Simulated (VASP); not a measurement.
Calculation: PBE GGA, VASP's PBE PAW potentials (set 64) (plane waves; VASP).

VASP input:

**KPOINTS**
```
Automatic mesh
0
gamma
7 7 7
0 0 0
```

### POSCAR
```
InP
1
    0.0000000000     2.9787197880     2.9787197880
    2.9787197880     0.0000000000     2.9787197880
    2.9787197880     2.9787197880     0.0000000000
In P
1 1
Direct
  0.0000000000   0.0000000000   0.0000000000
  0.2500000000   0.2500000000   0.2500000000
```

INCAR:
```
GGA = PE
LREAL = F
ALGO = Normal   # blocked Davidson
LWAVE = F
NELM = 100
ISMEAR = 0   # Gaussian
LMAXMIX = 4   # l cut-off of mixed one-centre charges
SIGMA = 0.05
LCHARG = T
LASPH = T
SYSTEM = InP
ENCUT = 520   # plane-wave cut-off (eV)
PREC = Accurate
EDIFF = 1E-6   # SCF stop (eV)
```

POTCAR, in this order: In_d P (PBE.64 set). Program: vasp_std.

Output

### OSZICAR
```
       N       E                     dE             d eps       ncg     rms          rms(c)
DAV:   1     0.110040273683E+03    0.11004E+03   -0.85959E+03   525   0.155E+03
DAV:   2    -0.793518485929E+00   -0.11083E+03   -0.10774E+03   535   0.327E+02
DAV:   3    -0.858132727901E+01   -0.77878E+01   -0.77321E+01   680   0.897E+01
DAV:   4    -0.879853218294E+01   -0.21720E+00   -0.21704E+00   633   0.164E+01
DAV:   5    -0.880662832392E+01   -0.80961E-02   -0.80958E-02   750   0.268E+00    0.526E+00
DAV:   6    -0.842517306638E+01    0.38146E+00   -0.74905E-01   760   0.151E+01    0.326E+00
DAV:   7    -0.840187047892E+01    0.23303E-01   -0.18503E-01   708   0.358E+00    0.120E+00
DAV:   8    -0.840229280022E+01   -0.42232E-03   -0.15193E-02   660   0.176E+00    0.342E-01
DAV:   9    -0.840310052287E+01   -0.80772E-03   -0.23427E-03   630   0.691E-01    0.196E-01
DAV:  10    -0.840313670849E+01   -0.36186E-04   -0.19563E-04   698   0.119E-01    0.137E-01
DAV:  11    -0.840319037324E+01   -0.53665E-04   -0.36103E-05   595   0.437E-02    0.532E-02
DAV:  12    -0.840320833416E+01   -0.17961E-04   -0.48948E-05   596   0.115E-01    0.219E-02
DAV:  13    -0.840320862966E+01   -0.29550E-06   -0.22238E-06   574   0.149E-02
   1 F= -.84032086E+01 E0= -.84032086E+01  d E =-.213628E-11
```

OUTCAR:
```
------------------------ aborting loop because EDIFF is reached ----------------------------------------
  FORCE on cell =-STRESS in cart. coord.  units (eV):
  Direction    XX          YY          ZZ          XY          YZ          ZX
  --------------------------------------------------------------------------------------
  Total       -0.0044755     -0.0044755     -0.0044755     -0.0000000     -0.0000000     -0.0000000
  in kB       -0.1356531     -0.1356531     -0.1356531     -0.0000000     -0.0000000     -0.0000000
  external PRESSURE =      -0.1356531 kB  Pullay stress =       0.0000000 kB
  volume of cell :       52.86
      direct lattice vectors                 reciprocal lattice vectors
     0.000000000  2.978719788  2.978719788    -0.167857347  0.167857347  0.167857347
     2.978719788  0.000000000  2.978719788     0.167857347 -0.167857347  0.167857347
     2.978719788  2.978719788  0.000000000     0.167857347  0.167857347 -0.167857347
  FREE ENERGIE OF THE ION-ELECTRON SYSTEM (eV)
  ---------------------------------------------------
  free  energy   TOTEN  =        -8.4032086297 eV

  energy  without entropy=       -8.4032086297  energy(sigma->0) =       -8.40320863
```
(Selected blocks of OUTCAR.)

The compound is InP in the zinc blende structure. It was relaxed first.
